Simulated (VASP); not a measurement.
# Mg6AlFe (Amm2) in VASP: reference runs

Aim: a first look at Mg6AlFe with PBE, on the cell as given and on a disturbed one.

Program: VASP 6.6.1. These are calculated values, not measurements. Logs are shortened: lines on timing, memory, paths and dates and some standing lists are left out, and cuts for length are marked.

**1. The structure**

Symmetry: Amm2, No. 38, orthorhombic system. The conventional cell has a = 4.902 Å, b = 5.999 Å, c = 10.640 Å, α = 90.00°, β = 90.00°, γ = 90.00°. Around Fe (site symmetry mm2) lie 2 Al at 2.88 Å and 10 Mg at 2.94 to 3.17 Å. Around Al (site symmetry mm2) lie 2 Fe at 2.88 Å and 10 Mg at 2.90 to 3.21 Å. Around Mg (site symmetry mm2) lie 10 Mg at 2.99 to 3.06 Å and 2 Fe at 3.00 Å. Mg (site symmetry m) is surrounded by 2 Fe at 2.94 to 3.17 Å and 8 Mg at 2.96 to 3.06 Å and 2 Al at 3.04 Å. Around Mg (site symmetry mm2) lie 10 Mg at 2.99 to 3.06 Å and 2 Al at 3.00 Å. Mg (site symmetry m) is surrounded by 2 Al at 2.90 to 3.21 Å and 8 Mg at 2.91 to 3.09 Å and 2 Fe at 3.02 Å.

The cell comes from a database or a generator and needn't be the stable form of this composition.

**2. Single point, PBE, collinear spin, ferromagnetic start (atoms moved at random, drawn with an rms of 0.05 Å)**

INCAR reads:

```
SYSTEM = Mg6AlFe
PREC = Accurate
ENCUT = 520
EDIFF = 1E-7
ISMEAR = -1
SIGMA = 0.05
LREAL = .FALSE.
LASPH = .TRUE.
NELM = 150
ALGO = Normal
ISIF = 2
LWAVE = .FALSE.
LCHARG = .FALSE.
ISPIN = 2
MAGMOM = 3 0 0 0 0 0 0 0
LORBIT = 11
LMAXMIX = 4
GGA = PE
NBANDS = 26
```

KPOINTS reads:

```
regular mesh
0
G
  6 5 5
  0 0 0
```

POSCAR reads:

```
Mg6AlFe
1.0
    4.9023366500      0.0000000000      0.0000000000
    0.0000000000      2.9993981450      5.3201991150
    0.0000000000     -2.9993981450      5.3201991150
Fe Al Mg
1 1 6
Direct
    0.5036520000      0.6771570000      0.6825150000
    0.0068820000      0.8221010000      0.8204820000
    0.5072700000      0.1658570000      0.1730100000
    0.4929750000      0.6666780000      0.1572480000
    0.5071710000      0.1670360000      0.6632720000
   -0.0026280000      0.3305520000      0.3379330000
    0.0045580000      0.8251560000      0.3471160000
    0.0041800000      0.3215880000      0.8387560000
```

Potentials or basis: VASP PAW PBE potentials, release 64 (Fe, Al, Mg).

On the command line:

```
$ cat potpaw_PBE.64/Fe/POTCAR potpaw_PBE.64/Al/POTCAR potpaw_PBE.64/Mg/POTCAR > POTCAR
$ mpirun -np 1 vasp_std > vasp.out
```

OUTCAR:

```text
SYSTEM = Mg6AlFe
   PREC = Accurate
   ENCUT = 520
   EDIFF = 1E-7
   ISMEAR = -1
   LREAL = .FALSE.
   LASPH = .TRUE.
   NELM = 150
   ISIF = 2
   ISPIN = 2
   LORBIT = 11
   GGA = PE

 ion  position               nearest neighbor table
   1  0.504  0.677  0.683-   2 2.86   4 2.87   2 2.89   5 2.93   3 3.00   3 3.01   7 3.01   7 3.02
                             8 3.08   8 3.08   5 3.18   4 3.24
   2  0.007  0.822  0.820-   1 2.86   7 2.88   1 2.89   4 2.96   6 2.98   8 3.00   6 3.03   5 3.04
                             5 3.05   4 3.08   8 3.11   7 3.23
   3  0.507  0.166  0.173-   6 2.97   1 3.00   5 3.00   8 3.00   1 3.01   4 3.01   7 3.02   8 3.02
                             7 3.04   6 3.05   4 3.10   5 3.11
   4  0.493  0.667  0.157-   1 2.87   2 2.96   5 2.98   6 3.00   3 3.01   5 3.02   7 3.03   6 3.03
                             2 3.08   3 3.10   7 3.12   1 3.24
   5  0.507  0.167  0.663-   1 2.93   6 2.94   4 2.98   3 3.00   8 3.00   4 3.02   6 3.02   8 3.03
                             2 3.04   2 3.05   3 3.11   1 3.18
   6  0.997  0.331  0.338-   5 2.94   3 2.97   2 2.98   4 3.00   5 3.02   2 3.03   8 3.03   4 3.03
                             7 3.05   3 3.05   7 3.06   8 3.08
   7  0.005  0.825  0.347-   2 2.88   8 2.99   1 3.01   8 3.01   3 3.02   1 3.02   4 3.03   3 3.04
                             6 3.05   6 3.06   4 3.12   2 3.23
   8  0.004  0.322  0.839-   7 2.99   3 3.00   2 3.00   5 3.00   7 3.01   3 3.02   5 3.03   6 3.03
                             6 3.08   1 3.08   1 3.08   2 3.11

  LATTYP: Found a base centered orthorhombic cell.
 ALAT       =     5.9987962900
 B/A-ratio  =     1.7737555529
 C/A-ratio  =     0.8172200577

  Lattice vectors:

 A1 = (   0.0000000000,   2.9993981450,  -5.3201991150)
 A2 = (   0.0000000000,   2.9993981450,   5.3201991150)
 A3 = (   4.9023366500,   0.0000000000,   0.0000000000)

Analysis of symmetry for initial positions (statically):
=====================================================================
 Subroutine PRICEL returns:
 Original cell was already a primitive cell.

 Routine SETGRP: Setting up the symmetry group for a
 base centered orthorhombic supercell.

 Subroutine GETGRP returns: Found  1 space group operations
 (whereof  1 operations were pure point group operations)
 out of a pool of  8 trial point group operations.

The static configuration has the point symmetry C_1 .

Analysis of symmetry for dynamics (positions and initial velocities):
=====================================================================
 Subroutine PRICEL returns:
 Original cell was already a primitive cell.

 Routine SETGRP: Setting up the symmetry group for a
 base centered orthorhombic supercell.

 Subroutine GETGRP returns: Found  1 space group operations
 (whereof  1 operations were pure point group operations)
 out of a pool of  8 trial point group operations.

The dynamic configuration has the point symmetry C_1 .

Analysis of structural, dynamic, and magnetic symmetry:
=====================================================================
 Subroutine PRICEL returns:
 Original cell was already a primitive cell.

 Routine SETGRP: Setting up the symmetry group for a
 base centered orthorhombic supercell.

 Subroutine GETGRP returns: Found  1 space group operations
 (whereof  1 operations were pure point group operations)
 out of a pool of  8 trial point group operations.

The overall configuration has the point symmetry C_1 .

 Subroutine INISYM returns: Found  1 space group operations
 (whereof  1 operations are pure point group operations),
 and found     1 'primitive' translations

----------------------------------------------------------------------------------------

                                     Primitive cell

  volume of cell :     156.4570

  direct lattice vectors                    reciprocal lattice vectors
     4.902336650  0.000000000  0.000000000     0.203984359  0.000000000  0.000000000
     0.000000000  2.999398145  5.320199115     0.000000000  0.166700110  0.093981445
     0.000000000 -2.999398145  5.320199115     0.000000000 -0.166700110  0.093981445

  length of vectors
     4.902336650  6.107446918  6.107446918     0.203984359  0.191367287  0.191367287

  position of ions in fractional coordinates (direct lattice)
     0.503652000  0.677157000  0.682515000
     0.006882000  0.822101000  0.820482000
     0.507270000  0.165857000  0.173010000
     0.492975000  0.666678000  0.157248000
     0.507171000  0.167036000  0.663272000
[... 78 lines left out ...]
   ISTART =      0    job   : 0-new  1-cont  2-samecut
   ICHARG =      2    charge: 1-file 2-atom 10-const
   ISPIN  =      2    spin polarized calculation?
   LNONCOLLINEAR =      F non collinear calculations
   LSORBIT =      F    spin-orbit coupling
   LASPH  =      T    aspherical Exc in radial PAW
   ENCUT  =  520.0 eV  38.22 Ry    6.18 a.u.   9.12 11.36 11.36*2*pi/ulx,y,z
   NELM   =    150;   NELMIN=  2; NELMDL= -5     # of ELM steps
   EDIFF  = 0.1E-06   stopping-criterion for ELM
   LREAL  =      F    real-space projection
   EDIFFG = 0.1E-05   stopping-criterion for IOM
   NSW    =      0    number of steps for IOM
   IBRION =     -1    ionic relax: 0-MD 1-quasi-New 2-CG
   NFREE  =      0    steps in history (QN), initial steepest desc. (CG)
   ISIF   =      2    stress and relaxation
   ISYM   =      2    0-nonsym 1-usesym 2-fastsym
   POTIM  = 0.5000    time-step for ionic-motion
   TEBEG  =    0.0;   TEEND  =   0.0 temperature during run
   PSTRESS=    0.0 pullay stress
   NELECT =      23.0000    total number of electrons
   NUPDOWN=      -1.0000    fix difference up-down
   EMIN   =  10.00;   EMAX   =-10.00  energy-range for DOS
   EFERMI =   0.00;   METHOD = LEGACY
   ISMEAR =    -1;   SIGMA  =   0.05  broadening in eV -4-tet -1-fermi 0-gaus
   EFERMI_NEDOS =   21; number of points for ismear=-14 and -15
   IALGO  =     38    algorithm
   IMIX   =      4    mixing-type and parameters
     AMIX     =   0.40;   BMIX     =  1.00
     AMIX_MAG =   1.60;   BMIX_MAG =  1.00
  volume/ion in A,a.u.               =      19.56       131.98
  Fermi-wavevector in a.u.,A,eV,Ry     =   0.864011  1.632743 10.156944  0.746514
  Thomas-Fermi vector in A             =   1.982045
   LORBIT       =     11    0 simple, 1 ext, 2 COOP (PROOUT), +10 PAW based schemes
   GGA     = PE    functional components
   LHFCALC =     F    Hartree Fock is set to
   AEXX    =    0.0000 exact exchange contribution
   IVDW    =     0    specifies the selected vdW correction
   LEPSILON=     F    determine dielectric tensor
   LRPA    =     F    only Hartree local field effects (RPA)
 spin polarized calculation
  energy-cutoff  :      520.00
  volume of cell :      156.46
 maximum number of plane-waves:      4236
   NGX = 19   NGY = 23   NGZ = 23

 number of electron      22.9999999 magnetization       2.1206764

 Free energy of the ion-electron system (eV)
  ---------------------------------------------------
  ext. energy  EPLUGINS =         0.00000000
  ---------------------------------------------------
  free energy    TOTEN  =       -20.04765286 eV

  energy without entropy =      -20.00600112  energy(sigma->0) =      -20.02682699

 E-fermi :   3.6389     XC(G=0):  -9.2276

 val. band max:        3.6323132807   @ k =   0.1667   0.4000  -0.2000
 cond. band min:       3.6405111640   @ k =   0.1667  -0.4000   0.2000
 fundamental gap:      0.0081978834
 Fermi energy:         3.6389307437

 spin component 1

 k-point     1 :       0.0000    0.0000    0.0000
  band No.  band energies     occupation
      1      -4.2012      1.00000
      2       0.1219      1.00000
      3       0.5122      1.00000
      4       0.5962      1.00000
      5       1.1888      1.00000
      6       1.2386      1.00000
[... 613 lines left out ...]
     22       8.5124      0.00000
     23       8.9881      0.00000

 [... further k-points ...]

 spin component 2

 k-point     1 :       0.0000    0.0000    0.0000
  band No.  band energies     occupation
      1      -4.2428      1.00000
      2       0.2021      1.00000
      3       0.7673      1.00000
      4       0.8194      1.00000
      5       1.3290      1.00000
      6       1.3879      1.00000
[... 613 lines left out ...]
     22       8.5263      0.00000
     23       9.0091      0.00000

 [... further k-points ...]

 [bands above 23 left out]

------------------------ aborting loop because EDIFF is reached ----------------------------------------

  FORCE on cell =-STRESS in cart. coord.  units (eV):
  Direction    XX          YY          ZZ          XY          YZ          ZX
  --------------------------------------------------------------------------------------
  -------------------------------------------------------------------------------------
  Total        0.0991790      0.8412472     -0.6425321      0.1122000     -0.3906636      0.0283025
  in kB        1.0156294      8.6146790     -6.5797636      1.1489687     -4.0005384      0.2898274
  external PRESSURE =       1.0168483 kB  Pullay stress =       0.0000000 kB

 VOLUME and BASIS-vectors are now :
 -----------------------------------------------------------------------------
  energy-cutoff  :      520.00
  volume of cell :      156.46
      direct lattice vectors                 reciprocal lattice vectors
     4.902336650  0.000000000  0.000000000     0.203984359  0.000000000  0.000000000
     0.000000000  2.999398145  5.320199115     0.000000000  0.166700110  0.093981445
     0.000000000 -2.999398145  5.320199115     0.000000000 -0.166700110  0.093981445

 POSITION                                       TOTAL-FORCE (eV/Angst)
 -----------------------------------------------------------------------------------
      2.46907     -0.01607      7.23373         0.009044      0.007253     -0.027519
      0.03374      0.00486      8.73887        -0.068914     -0.129029     -0.264376
      2.48681     -0.02145      1.80284        -0.118568     -0.002122     -0.129337
      2.41673      1.52798      4.38345         0.174938      0.090283      0.174333
      2.48632     -1.48841      4.41740        -0.099531     -0.174501      0.116585
      4.88945     -0.02214      3.55647         0.102969      0.113690     -0.133887
      0.02234      1.43383      6.23672        -0.053768     -0.273472      0.003573
      0.02049     -1.55119      6.17326         0.053830      0.367898      0.260627
 -----------------------------------------------------------------------------------
    total drift:                                0.000564      0.000012      0.000601

  FREE ENERGIE OF THE ION-ELECTRON SYSTEM (eV)
  ---------------------------------------------------
  free  energy   TOTEN  =       -20.0476528638 eV

  energy  without entropy=      -20.0060011174  energy(sigma->0) =      -20.02682699

 total charge

# of ion       s       p       d       tot
------------------------------------------
    1        0.361   0.257   6.171   6.789
    2        0.438   0.323   0.000   0.761
    3        0.212   0.155   0.015   0.381
    4        0.205   0.147   0.018   0.370
    5        0.206   0.148   0.018   0.372
    6        0.220   0.148   0.018   0.385
    7        0.207   0.146   0.017   0.370
    8        0.208   0.145   0.017   0.370
--------------------------------------------------
tot          2.058   1.469   6.273   9.799

 magnetization (x)

# of ion       s       p       d       tot
------------------------------------------
    1        0.028   0.010   2.450   2.488
    2       -0.003  -0.015   0.000  -0.019
    3       -0.005  -0.009  -0.001  -0.015
    4       -0.005  -0.006  -0.001  -0.013
    5       -0.005  -0.006  -0.001  -0.012
    6        0.004   0.005  -0.001   0.008
    7       -0.008  -0.007  -0.001  -0.017
    8       -0.008  -0.006  -0.001  -0.015
--------------------------------------------------
tot         -0.003  -0.036   2.444   2.406
```

It took 20 min on 1 thread of AMD EPYC 7R43 (Zen 3), shared host; peak memory 0.63 GiB.

What came out:

| Quantity | Value |
| --- | --- |
| Free energy | -20.0477 eV |
| Pressure | 0.1 GPa |
| Largest force | 0.454 eV/Å |
| Band gap on the k mesh | none (metal or under the smearing width) |
| Net moment | 2.12 μB per cell |
| Site moments | Fe +2.49; Al -0.02; Mg -0.01, +0.01, -0.02 μB |
| Valence electrons inside the program's atomic spheres | Fe 6.79; Al 0.76; Mg 0.38, 0.37, 0.39 |

Forces on the atoms (eV/Å):
```
Fe   0.009  0.007 -0.028
Al  -0.069 -0.129 -0.264
Mg  -0.119 -0.002 -0.129
Mg   0.175  0.090  0.174
Mg  -0.100 -0.175  0.117
Mg   0.103  0.114 -0.134
Mg  -0.054 -0.273  0.004
Mg   0.054  0.368  0.261
```

Stress tensor (GPa, compression positive):
```
 0.10  0.11  0.03
 0.11  0.86 -0.40
 0.03 -0.40 -0.66
```

**3. Single point, PBE, collinear spin, ferromagnetic start**

INCAR reads:

```
  ALGO = Normal
  EDIFF = 1E-7
  ENCUT = 520
  GGA = PE
  ISIF = 2
  ISMEAR = -1
  ISPIN = 2
  LASPH = True
  LCHARG = False
  LMAXMIX = 4
  LORBIT = 11
  LREAL = False
  LWAVE = False
  MAGMOM = 3 0 0 0 0 0 0 0
  NBANDS = 26
  NELM = 100
  PREC = Accurate
  SIGMA = 0.05
```

KPOINTS reads:

```
k-points
0
Gamma
  6 5 5
```

POSCAR reads:

```
Mg6AlFe
1.0
    4.9023366500      0.0000000000      0.0000000000
    0.0000000000      2.9993981450      5.3201991150
    0.0000000000     -2.9993981450      5.3201991150
Fe Al Mg
1 1 6
Direct
    0.5000000000      0.6782351400      0.6782351400
    0.0000000000      0.8197174800      0.8197174800
    0.5000000000      0.1691669400      0.1691669400
    0.5000000000      0.6704082800      0.1635031600
    0.5000000000      0.1635031600      0.6704082800
    0.0000000000      0.3306851300      0.3306851300
    0.0000000000      0.8269173200      0.3413668600
    0.0000000000      0.3413668600      0.8269173200
```

Potentials or basis: VASP PAW PBE potentials, release 64 (Fe, Al, Mg).

On the command line:

```
$ cat potpaw_PBE.64/Fe/POTCAR potpaw_PBE.64/Al/POTCAR potpaw_PBE.64/Mg/POTCAR > POTCAR
$ mpirun -np 1 vasp_std > vasp.out
```

OUTCAR:

```text
EDIFF = 1E-7
   ENCUT = 520
   GGA = PE
   ISIF = 2
   ISMEAR = -1
   ISPIN = 2
   LASPH = True
   LORBIT = 11
   LREAL = False
   NELM = 100
   PREC = Accurate

 ion  position               nearest neighbor table
   1  0.500  0.678  0.678-   2 2.88   2 2.88   5 2.94   4 2.94   3 3.00   3 3.00   8 3.02   7 3.02
                             7 3.02   8 3.02   5 3.17   4 3.17
   2  0.000  0.820  0.820-   1 2.88   1 2.88   8 2.90   7 2.90   6 3.00   6 3.00   5 3.04   4 3.04
                             4 3.04   5 3.04   8 3.21   7 3.21
   3  0.500  0.169  0.169-   6 2.99   6 2.99   1 3.00   1 3.00   8 3.03   7 3.03   7 3.03   8 3.03
                             4 3.04   5 3.04   4 3.06   5 3.06
[... 1511 lines left out ...]
      2.45117      1.52041      4.43657         0.000000      0.010951      0.005530
      2.45117     -1.52041      4.43657         0.000000     -0.010951      0.005530
      0.00000      0.00000      3.51862         0.000000      0.000000      0.013066
      0.00000      1.45636      6.21550         0.000000     -0.106534      0.051982
      0.00000     -1.45636      6.21550         0.000000      0.106534      0.051982
 -----------------------------------------------------------------------------------
    total drift:                                0.000000      0.000000      0.000389

  FREE ENERGIE OF THE ION-ELECTRON SYSTEM (eV)
  ---------------------------------------------------
  free  energy   TOTEN  =       -20.0966545258 eV

  energy  without entropy=      -20.0565143713  energy(sigma->0) =      -20.07658445

 total charge

# of ion       s       p       d       tot
------------------------------------------
    1        0.361   0.259   6.172   6.792
    2        0.438   0.322   0.000   0.761
    3        0.211   0.155   0.015   0.381
    4        0.205   0.146   0.017   0.369
    5        0.205   0.146   0.017   0.369
    6        0.219   0.147   0.017   0.383
    7        0.208   0.146   0.017   0.371
    8        0.208   0.146   0.017   0.371
--------------------------------------------------
tot          2.055   1.469   6.274   9.797

 magnetization (x)

# of ion       s       p       d       tot
------------------------------------------
    1        0.027   0.010   2.438   2.475
    2       -0.003  -0.015   0.000  -0.018
    3       -0.005  -0.009  -0.001  -0.015
    4       -0.005  -0.006  -0.001  -0.012
    5       -0.005  -0.006  -0.001  -0.012
    6        0.004   0.005  -0.001   0.008
    7       -0.008  -0.007  -0.001  -0.017
    8       -0.008  -0.007  -0.001  -0.017
--------------------------------------------------
tot         -0.002  -0.037   2.432   2.392
```

Run time: 8.5 min. Hardware: 1 thread of AMD EPYC 7R43 (Zen 3), shared host; peak memory 0.45 GiB.

Results:

* Free energy: -20.0967 eV
* Pressure: 0.0 GPa
* Largest force: 0.131 eV/Å
* Band gap on the k mesh: none (metal or under the smearing width)
* Net moment: 2.10 μB per cell
* Site moments: Fe +2.48; Al -0.02; Mg -0.01, +0.01, -0.02 μB
* Valence electrons inside the program's atomic spheres: Fe 6.79; Al 0.76; Mg 0.38, 0.37

Forces in eV/Å, atoms in the order of the input:
```
Fe   0.000  0.000  0.046
Al   0.000  0.000 -0.131
Mg   0.000  0.000 -0.044
Mg   0.000  0.011  0.006
Mg   0.000 -0.011  0.006
Mg   0.000  0.000  0.013
Mg   0.000 -0.107  0.052
Mg   0.000  0.107  0.052
```

Levels at points of the mesh, in eV from the Fermi level:
Spin up:
```
           k point  band 10  band 11  band 12  band 13  band 14  band 15  band 16  band 17
(0.00, 0.00, 0.00)    -1.81    -1.80    -1.36    -1.28    -0.42     2.59     3.11     3.22
(0.50, 0.00, 0.00)    -1.46    -1.18    -1.01    -0.66    -0.56    -0.10    -0.09     0.52
```
Spin down:
```csv
k point,band 8,band 9,band 10,band 11,band 12,band 13
"(0.00, 0.00, 0.00)",-1.98,-1.32,-0.31,-0.06,0.30,0.39
"(0.50, 0.00, 0.00)",-1.13,-1.07,-0.88,-0.81,-0.67,-0.47
```
